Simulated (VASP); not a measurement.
Input for VASP

**KPOINTS**
```
Automatic mesh
0
Gamma
9 9 9
0 0 0
```

INCAR:
```
SYSTEM = CuZn
PREC = Accurate
ENCUT = 400
EDIFF = 1E-6
NELM = 6
ALGO = Normal
LREAL = .FALSE.
LASPH = .TRUE.
ISMEAR = 1
SIGMA = 0.1
GGA = PE
LMAXMIX = 4
LWAVE = .FALSE.
LCHARG = .FALSE.
ISIF = 2
```

POSCAR:
```
CuZn
1
    2.9500000000     0.0000000000     0.0000000000
    0.0000000000     2.9500000000     0.0000000000
    0.0000000000     0.0000000000     2.9500000000
Zn Cu
1 1
Direct
  0.5000000000   0.5000000000   0.5000000000
  0.0000000000   0.0000000000   0.0000000000
```

POTCAR, in this order: Zn Cu (PBE.64 set). Program: vasp_std.

Question: Does this input run properly? What does VASP do?

Answer: There is a fault: NELM is too small, so the electronic loop ends before EDIFF is met. Convergence was not reached. Against the sound run, the energy per atom (σ→0) falls by 0.465 eV/atom; the pressure goes up by 585.11 GPa.

### standard output
```
 POSCAR found type information on POSCAR ZnCu
 POSCAR found :  2 types and       2 ions
 Reading from existing POTCAR
 Reading from existing POTCAR
 LDA part: xc-table for (Slater+PW92), standard interpolation
 POSCAR, INCAR and KPOINTS ok, starting setup
 WAVECAR not read
 entering main loop
       N       E                     dE             d eps       ncg     rms          rms(c)
DAV:   1     0.103849090391E+03    0.10385E+03   -0.99058E+03  1090   0.212E+03
DAV:   2    -0.332532090448E+01   -0.10717E+03   -0.10409E+03  1050   0.309E+02
DAV:   3    -0.605376850239E+01   -0.27284E+01   -0.27140E+01  1225   0.679E+01
DAV:   4    -0.607374537845E+01   -0.19977E-01   -0.19976E-01  1253   0.520E+00
DAV:   5    -0.607399644944E+01   -0.25107E-03   -0.25107E-03  1346   0.599E-01    0.948E+00
DAV:   6    -0.592651140518E+01    0.14749E+00   -0.17088E+01  1148   0.108E+02

 -----------------------------------------------------------------------------
|                                                                             |
|           W    W    AA    RRRRR   N    N  II  N    N   GGGG   !!!           |
|           W    W   A  A   R    R  NN   N  II  NN   N  G    G  !!!           |
|           W    W  A    A  R    R  N N  N  II  N N  N  G       !!!           |
|           W WW W  AAAAAA  RRRRR   N  N N  II  N  N N  G  GGG   !            |
|           WW  WW  A    A  R   R   N   NN  II  N   NN  G    G                |
|           W    W  A    A  R    R  N    N  II  N    N   GGGG   !!!           |
|                                                                             |
|     The electronic self-consistency was not achieved in the given           |
|     number of steps (NELM). The forces and other quantities evaluated       |
|     might not be reliable so examine the results carefully. If you find     |
|     spurious results, we suggest increasing NELM, if you were close to      |
|     convergence or switching to a different ALGO or adjusting the           |
|     density mixing parameters otherwise.                                    |
|                                                                             |
 -----------------------------------------------------------------------------

   1 F= -.59265114E+01 E0= -.59262496E+01  d E =-.785562E-03
```

OUTCAR:
```
------------------------ aborting loop EDIFF was not reached (unconverged)  ----------------------------
  FORCE on cell =-STRESS in cart. coord.  units (eV):
  Direction    XX          YY          ZZ          XY          YZ          ZX
  --------------------------------------------------------------------------------------
  Total       94.0366843     94.0366843     94.0366843      0.0000000      0.0000000     -0.0000000
  in kB     5868.6990899   5868.6990899   5868.6990899      0.0000000      0.0000000     -0.0000000
  external PRESSURE =    5868.6990899 kB  Pullay stress =       0.0000000 kB
  volume of cell :       25.67
      direct lattice vectors                 reciprocal lattice vectors
     2.950000000  0.000000000  0.000000000     0.338983051  0.000000000  0.000000000
     0.000000000  2.950000000  0.000000000     0.000000000  0.338983051  0.000000000
     0.000000000  0.000000000  2.950000000     0.000000000  0.000000000  0.338983051
 POSITION                                       TOTAL-FORCE (eV/Angst)
 -----------------------------------------------------------------------------------
      1.47500      1.47500      1.47500         0.000000      0.000000      0.000000
      0.00000      0.00000      0.00000         0.000000      0.000000      0.000000
 -----------------------------------------------------------------------------------
    total drift:                               -0.000000      0.000000      0.000000
  FREE ENERGIE OF THE ION-ELECTRON SYSTEM (eV)
  ---------------------------------------------------
  free  energy   TOTEN  =        -5.9265114052 eV

  energy  without entropy=       -5.9257258429  energy(sigma->0) =       -5.92624955
```
(Selected blocks of OUTCAR.)

To mend it, set NELM = 100.

The mended run (PBE GGA, plane waves, VASP's PBE PAW potentials (set 64)) converges, and its OSZICAR ends with
```
   1 F= -.49965708E+01 E0= -.49969470E+01  d E =0.112844E-02
```

The compound is CuZn in the CsCl type structure. The cell was not relaxed at this level. The electron count is odd and the run is not spin-polarised, which forces a metal.
